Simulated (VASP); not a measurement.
MgS (rock salt), at 1.04 of the tabulated volume:

```
MgS
1.0
    0.00000     2.63421     2.63421
    2.63421     0.00000     2.63421
    2.63421     2.63421     0.00000
Mg S
1 1
Direct
  0.00000   0.00000   0.00000
  0.50000   0.50000   0.50000
```

The lowest empty band near X, direction along the valley's axis, from mBJ (TB09) with spin-orbit coupling in VASP (PAW); its two spin partners are averaged. The gap over the points computed is 3.88 eV, and the next band on that side lies 1.56 eV away at the edge.

Numerical set-up: 400 eV cut-off, 10×10×10 Γ-centred mesh, Gaussian smearing of 0.050 eV, potentials Mg S.

| distance from the edge in k (1/Å) | distance in energy (meV) |
|---|---|
| 0.025 | 4.4 |
| 0.035 | 8.5 |
| 0.050 | 17.4 |
| 0.070 | 34.2 |

Q: Fit E(1 + αE) = ħ²k²/2m* (ħ²/2m0 = 3.810 eV Å²) and predict the row at 0.095 1/Å.

A: The rows don't resolve α, so a parabola serves: the electron mass is m* = 0.546 m0, and so 62.9 meV. The run gave 62.8 meV, -0.1 meV from the fit.

Left out are points under 3 meV from the edge, since the levels carry 0.1 meV, and points farther than half the way to the next band.

The compound is MgS in the rock salt structure. The cell was not relaxed at this level.
